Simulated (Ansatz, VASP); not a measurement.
**One calculation of LiP2, two programs**

```xyz
6
Lattice="3.1174 0.0000 0.0000 -1.5587 2.6998 0.0000 0.0000 0.0000 11.6775" Properties=species:S:1:pos:R:3 pbc="T T T"
Li    0.0000    0.0000    8.3390
Li    0.0000    0.0000    3.3385
P     1.5587    0.8999    6.5174
P     0.0000    0.0000   10.6740
P     0.0000    1.7998    5.1600
P     0.0000    0.0000    1.0034
```

Alike in both runs: functional PBE; dispersion D3(BJ); k mesh 6 × 6 × 2; occupations gaussian, width 0.1 eV; no spin polarisation.

Ansatz relaxed the structure, and its values are those at the end. VASP's run is a single point on that final structure, the one shown.

|  | VASP | Ansatz |
| --- | --- | --- |
| version | VASP 6.6.1 | Ansatz 0.2.0 |
| potentials or method | VASP PAW PBE potentials, release 64 (Li_sv, P) | scalar-relativistic, plane waves, PAW |
| plane-wave cutoff (eV) | 520 | 420 |
| valence electrons in the cell | 26 | 26 |

|  | VASP | Ansatz | Ansatz less VASP |
| --- | --- | --- | --- |
| gap on the k mesh at the Fermi level (eV) | none | none | - |
| rms of the force components (eV/Å) | 0.039 | 0.010 | -0.0292 |

A gap of «none» marks a metal or a gap that the smearing closes.

Caveats: the k mesh is coarse (spacing up to 0.39 Å⁻¹), so the values aren't converged.
